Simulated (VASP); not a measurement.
Computed with PBE GGA, VASP's PBE PAW potentials (set 64) (plane waves; VASP 6.6.1).

A VASP calculation is set up with these files.

KPOINTS:
```
Automatic mesh
0
Gamma
7 7 7
0 0 0
```

### INCAR
```
SYSTEM = GdBi
PREC = Accurate
ENCUT = 300
EDIFF = 1E-6
NELM = 100
ALGO = Normal
LREAL = .FALSE.
LASPH = .TRUE.
ISMEAR = 0
SIGMA = 0.05
GGA = PE
LMAXMIX = 6
LWAVE = .FALSE.
LCHARG = .FALSE.
ISIF = 2
ISPIN = 2
MAGMOM = 7.0 0.0
LORBIT = 11
```

**POSCAR**
```
GdBi
1
    3.9440860000     0.0000000000     0.0000000000
    0.0000000000     3.9440860000     0.0000000000
    0.0000000000     0.0000000000     3.9440860000
Gd Bi
1 1
Direct
  0.0000000000   0.0000000000   0.0000000000
  0.5000000000   0.5000000000   0.5000000000
```

POTCAR, in this order: Gd Bi_d (PBE.64 set). Program: vasp_std.

What VASP printed:

### OSZICAR
```
       N       E                     dE             d eps       ncg     rms          rms(c)
DAV:   1     0.214743590215E+03    0.21474E+03   -0.11133E+04  2376   0.231E+03
DAV:   2     0.149466298428E+02   -0.19980E+03   -0.18480E+03  2176   0.343E+02
DAV:   3    -0.120477207957E+02   -0.26994E+02   -0.26637E+02  2392   0.123E+02
DAV:   4    -0.146359115571E+02   -0.25882E+01   -0.25831E+01  3480   0.348E+01
DAV:   5    -0.147515440566E+02   -0.11563E+00   -0.11561E+00  3160   0.808E+00    0.354E+01
DAV:   6    -0.211554026183E+02   -0.64039E+01   -0.21437E+01  2424   0.675E+01    0.671E+01
DAV:   7    -0.175909266757E+02    0.35645E+01   -0.14813E+01  2352   0.486E+01    0.178E+01
DAV:   8    -0.170695114061E+02    0.52142E+00   -0.12876E+00  2768   0.204E+01    0.123E+01
DAV:   9    -0.169277368557E+02    0.14177E+00   -0.10166E+00  2824   0.185E+01    0.104E+01
DAV:  10    -0.174755652297E+02   -0.54783E+00   -0.11749E+00  3040   0.763E+00    0.183E+01
DAV:  11    -0.170947995426E+02    0.38077E+00   -0.20941E-01  3016   0.517E+00    0.109E+01
DAV:  12    -0.171035324297E+02   -0.87329E-02   -0.25039E-02  3200   0.132E+00    0.107E+01
DAV:  13    -0.170634966289E+02    0.40036E-01   -0.20795E-02  2856   0.137E+00    0.103E+01
DAV:  14    -0.170310918797E+02    0.32405E-01   -0.20576E-03  3280   0.679E-01    0.996E+00
DAV:  15    -0.169485276169E+02    0.82564E-01   -0.77700E-02  2920   0.321E+00    0.858E+00
DAV:  16    -0.169575008498E+02   -0.89732E-02   -0.14279E-01  3016   0.315E+00    0.723E+00
DAV:  17    -0.169489592309E+02    0.85416E-02   -0.47318E-02  2776   0.220E+00    0.589E+00
DAV:  18    -0.169703043243E+02   -0.21345E-01   -0.15448E-02  2888   0.110E+00    0.606E+00
DAV:  19    -0.169139420603E+02    0.56362E-01   -0.52314E-02  3008   0.254E+00    0.265E+00
DAV:  20    -0.169125917727E+02    0.13503E-02   -0.14026E-02  3576   0.107E+00    0.189E+00
DAV:  21    -0.169075646551E+02    0.50271E-02   -0.46917E-03  3096   0.564E-01    0.202E+00
DAV:  22    -0.169043975104E+02    0.31671E-02   -0.62864E-03  2560   0.103E+00    0.300E+00
DAV:  23    -0.169135932444E+02   -0.91957E-02   -0.16466E-02  2800   0.141E+00    0.176E+00
DAV:  24    -0.169107192094E+02    0.28740E-02   -0.11765E-03  3256   0.525E-01    0.196E+00
DAV:  25    -0.169129474245E+02   -0.22282E-02   -0.75451E-04  2864   0.345E-01    0.162E+00
DAV:  26    -0.169136537027E+02   -0.70628E-03   -0.20583E-04  3232   0.173E-01    0.155E+00
DAV:  27    -0.169184449103E+02   -0.47912E-02   -0.11011E-03  2848   0.419E-01    0.149E+00
DAV:  28    -0.169208372539E+02   -0.23923E-02   -0.71296E-04  3064   0.387E-01    0.150E+00
DAV:  29    -0.169214280350E+02   -0.59078E-03   -0.14343E-04  3288   0.952E-02    0.159E+00
DAV:  30    -0.169215550537E+02   -0.12702E-03   -0.24654E-05  2984   0.498E-02    0.169E+00
DAV:  31    -0.169216516086E+02   -0.96555E-04   -0.12685E-05  2944   0.294E-02    0.174E+00
DAV:  32    -0.169217026215E+02   -0.51013E-04   -0.35680E-06  2384   0.990E-03    0.174E+00
DAV:  33    -0.169217061984E+02   -0.35770E-05   -0.49994E-06  1880   0.276E-02    0.169E+00
DAV:  34    -0.169220476467E+02   -0.34145E-03   -0.10269E-05  2232   0.272E-02    0.165E+00
DAV:  35    -0.169237094995E+02   -0.16619E-02   -0.25044E-04  2448   0.173E-01    0.136E+00
DAV:  36    -0.169250259981E+02   -0.13165E-02   -0.23402E-04  2896   0.127E-01    0.112E+00
DAV:  37    -0.169263915283E+02   -0.13655E-02   -0.28255E-04  2736   0.168E-01    0.874E-01
DAV:  38    -0.169267350159E+02   -0.34349E-03   -0.74189E-05  2944   0.104E-01    0.777E-01
DAV:  39    -0.169270693341E+02   -0.33432E-03   -0.55730E-05  2896   0.674E-02    0.548E-01
DAV:  40    -0.169274891133E+02   -0.41978E-03   -0.20373E-04  2656   0.176E-01    0.297E-01
DAV:  41    -0.169276335575E+02   -0.14444E-03   -0.93449E-05  3184   0.110E-01    0.157E-01
DAV:  42    -0.169276531584E+02   -0.19601E-04   -0.28230E-05  3192   0.682E-02    0.103E-01
DAV:  43    -0.169276823958E+02   -0.29237E-04   -0.37831E-05  3112   0.737E-02    0.262E-02
DAV:  44    -0.169276840767E+02   -0.16809E-05   -0.82494E-06  2736   0.312E-02    0.237E-02
DAV:  45    -0.169276846933E+02   -0.61657E-06   -0.25475E-06  1928   0.902E-03
   1 F= -.16927685E+02 E0= -.16926079E+02  d E =-.321186E-02  mag=     7.1759
```

File OUTCAR:
```
------------------------ aborting loop because EDIFF is reached ----------------------------------------
  FORCE on cell =-STRESS in cart. coord.  units (eV):
  Direction    XX          YY          ZZ          XY          YZ          ZX
  --------------------------------------------------------------------------------------
  Total       -0.3946628     -0.3946628     -0.3946628      0.0000000     -0.0000000      0.0000000
  in kB      -10.3061783    -10.3061783    -10.3061783      0.0000000     -0.0000000      0.0000000
  external PRESSURE =     -10.3061783 kB  Pullay stress =       0.0000000 kB
  volume of cell :       61.35
      direct lattice vectors                 reciprocal lattice vectors
     3.944086000  0.000000000  0.000000000     0.253544167  0.000000000  0.000000000
     0.000000000  3.944086000  0.000000000     0.000000000  0.253544167  0.000000000
     0.000000000  0.000000000  3.944086000     0.000000000  0.000000000  0.253544167
 POSITION                                       TOTAL-FORCE (eV/Angst)
 -----------------------------------------------------------------------------------
      0.00000      0.00000      0.00000         0.000000      0.000000      0.000000
      1.97204      1.97204      1.97204         0.000000      0.000000      0.000000
 -----------------------------------------------------------------------------------
    total drift:                                0.000000      0.000000     -0.000000
  FREE ENERGIE OF THE ION-ELECTRON SYSTEM (eV)
  ---------------------------------------------------
  free  energy   TOTEN  =       -16.9276846933 eV

  energy  without entropy=      -16.9244728328  energy(sigma->0) =      -16.92607876

 total charge

# of ion       s       p       d       f       tot
--------------------------------------------------
    1        2.029   5.571   0.480   7.097  15.176
    2        1.464   1.592   9.885   0.000  12.941
--------------------------------------------------
tot          3.493   7.162  10.364   7.097  28.117

 magnetization (x)

# of ion       s       p       d       f       tot
--------------------------------------------------
    1        0.003  -0.065   0.165   6.711   6.813
    2        0.002  -0.076   0.007   0.000  -0.068
--------------------------------------------------
tot          0.005  -0.142   0.172   6.711   6.746
```
(Selected blocks of OUTCAR.)

At this cut-off the stress carries a Pulay error, which pulls relaxed volumes low.

The structure was generated: GdBi was put into an ordered model structure, which need not be its known phase. The cell was not relaxed at this level.
